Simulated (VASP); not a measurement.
Input for VASP

KPOINTS:
```
Automatic mesh
0
Gamma
14 14 14
0 0 0
```

POSCAR:
```
ZrN
1
    0.0000000000     2.3086149102     2.3086149102
    2.3086149102     0.0000000000     2.3086149102
    2.3086149102     2.3086149102     0.0000000000
Zr N
1 1
Direct
  0.0000000000   0.0000000000   0.0000000000
  0.5000000000   0.5000000000   0.5000000000
```

### INCAR
```
LASPH=.TRUE.   ! aspherical one-centre terms
SIGMA=0.1
ISIF=2   ! forces and stress, cell fixed
LMAXMIX=4   ! l cut-off of mixed one-centre charges
ISMEAR=1
ALGO=Normal
PREC=Accurate
ENCUT=520   ! plane-wave cut-off (eV)
LWAVE=.FALSE.
LCHARG=.FALSE.
EDIFF=1E-7
NELM=100
LREAL=.FALSE.   ! projection in real space or not
SYSTEM=ZrN
```

POTCAR, in this order: Zr_sv N (LDA.64 set). Program: vasp_std.

Q: Translate this LDA calculation to Ansatz.

A: One equivalent input (not run):
Ansatz 0.2 input:
```yaml
crystal:
  lattice:
    - [0.0000000, 2.3086149, 2.3086149]
    - [2.3086149, 0.0000000, 2.3086149]
    - [2.3086149, 2.3086149, 0.0000000]
  atoms:
    - { symbol: Zr, position: [0.0000000, 0.0000000, 0.0000000] }
    - { symbol: N, position: [0.5000000, 0.5000000, 0.5000000] }
kpoints:
  mp_grid: { grid: [14, 14, 14] }
hamiltonian:
  xc: lda
  pseudopotentials: { kind: paw }
scf:
  occupations: { method: methfessel_paxton, width: 0.1 }
  max_iter: 100
output: { forces: true, stress: true, eigenvalues: true }
```
The two are equivalent in intent, not identical: each code has its own PAW files, so the cut-off isn't converted (ENCUT is set for VASP's; basis.ecutwfc is left out, and Ansatz then takes the one that its files recommend); Ansatz stops its SCF on the density residual and VASP on the energy change (EDIFF); Ansatz's lda is the Perdew-Wang form, while the LDA potentials of VASP carry Perdew-Zunger's.

The compound is ZrN in the rock salt structure. This cell is one point of a volume scan, at 1.06 of the reference volume.
